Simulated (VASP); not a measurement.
Wanted: the native input for a VASP 6.6.1 run.

- Task: relaxation of cell and atoms
- Functional: PBE
- Potentials or basis: VASP PAW PBE potentials, release 64 (Ca_sv, Zr_sv, N)
- Cutoff: 520 eV
- k mesh: 4 × 4 × 4
- Occupations: gaussian, width 0.15 eV
- Spin: no spin polarisation
- Further INCAR settings: PREC = Normal; ALGO = Fast; EDIFF = 0.0001; IBRION = 2; EDIFFG = -0.08; NSW = 24; ISIF = 3

The structure of CaZr2N2 lies in POSCAR:

```
CaZr2N2
1.0
   -2.4533593100      2.4533593100      3.1951153100
    2.4533593100     -2.4533593100      3.1951153100
    2.4533593100      2.4533593100     -3.1951153100
Ca Zr N
1 2 2
Direct
    0.5000000000      0.5000000000      0.0000000000
    0.7500000000      0.2500000000      0.5000000000
    0.2500000000      0.7500000000      0.5000000000
    0.5000000000      0.0000000000      0.5000000000
    0.0000000000      0.5000000000      0.5000000000
```

The cell was built by a generator and needn't be a form met in nature.

One way to write it, as run:

INCAR

```
PREC = Normal
ENCUT = 520
EDIFF = 1E-4
ISMEAR = 0
SIGMA = 0.15
LREAL = False
LASPH = True
NELM = 60
ALGO = Fast
ISIF = 3
LWAVE = False
LCHARG = False
GGA = PE
IBRION = 2
NSW = 24
EDIFFG = -0.08
```

KPOINTS

```
regular mesh
0
Gamma
  4 4 4
```

Potentials or basis: VASP PAW PBE potentials, release 64 (Ca_sv, Zr_sv, N).

The run is started by

```console
$ cat potpaw_PBE.64/Ca_sv/POTCAR potpaw_PBE.64/Zr_sv/POTCAR potpaw_PBE.64/N/POTCAR > POTCAR
$ mpirun -np 1 vasp_std > vasp.out
```

Results of the run:

The relaxed volume is 20.94 Å³/atom, the relaxed cell is a = 5.465 Å, b = 5.465 Å, c = 5.465 Å, α = 125.34°, β = 125.34°, γ = 80.98° and the space group after relaxing (to 0.05 Å) is I4/mmm (No. 139). The energy gained by relaxing is 3089.2 meV/atom, the ionic steps are 11 and the pressure after relaxing is 0.0 GPa. The band gap on the k mesh is none (metal or under the smearing width).

Caveat: the k mesh is coarse (spacing up to 0.45 Å⁻¹), so the values aren't converged; the volume moved by over 15 % at a fixed basis, so the end points are rough.

It took 3.4 min on 1 thread of Intel(R) Xeon(R) Platinum 8488C (Sapphire Rapids), on a shared host, peak memory 0.17 GiB.
